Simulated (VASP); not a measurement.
Data:

```xyz
2
Lattice="0.0000 3.3187 3.3187 3.3187 0.0000 3.3187 3.3187 3.3187 0.0000" Properties=species:S:1:pos:R:3 pbc="T T T"
Rb     6.6373     6.6373     6.6373
Cl     3.3187     3.3187     3.3187
```

Method: rev-vdW-DF2, VASP's PBE PAW potentials (set 64) (plane waves; VASP). Run with 520 eV cut-off, 7×7×7 Γ-centred mesh, Gaussian smearing of 0.050 eV, potentials Rb_sv Cl.

Question: Estimate the energy per atom (σ→0), band gap (on the k-mesh) with the smallest direct gap where there is one.

Answer: 
```
Item                                          Value
-----------------------------------  --------------
band gap (on the k-mesh)                    4.69 eV
smallest direct gap (on the k-mesh)         4.69 eV
energy per atom (σ→0)                -1.698 eV/atom
```

Total energies compare only between runs with the same potentials, cut-off and functional.

The compound is RbCl in the rock salt structure. This cell is one point of a volume scan, at 1.03 of the reference volume.
